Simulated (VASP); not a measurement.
Consider the following.

```
CELL_PARAMETERS angstrom
      2.00672     1.15858     7.45782
     -2.00672     1.15858     7.45782
      0.00000    -2.31716     7.45782
ATOMIC_POSITIONS crystal
  Ba 0.26598 0.26598 0.26598
  Ba 0.73402 0.73402 0.73402
  N  0.00000 0.00000 0.00000
```

Method: PBE GGA with D3 dispersion (Becke-Johnson damping), VASP's PBE PAW potentials (set 64) (plane waves; VASP). Numerical set-up: 520 eV cut-off, 10×10×10 Γ-centred mesh, tetrahedra with Blöchl corrections, potentials Ba_sv N.

The cores are frozen, which limits the accuracy of field gradients.

Task: Give the principal components of the electric field gradient (V/Å²) and the asymmetry η at each nucleus.

Result: 
```
atom   Vxx   Vyy    Vzz     η
----  ----  ----  -----  ----
Ba1   35.2  35.2  -70.4  0.00
Ba2   35.2  35.2  -70.4  0.00
N3    -1.7  -1.7    3.5  0.00
```

The structure comes from a measured Ba2N entry (R-3m) of the Crystallography Open Database, whose conditions weren't checked. It was relaxed first.
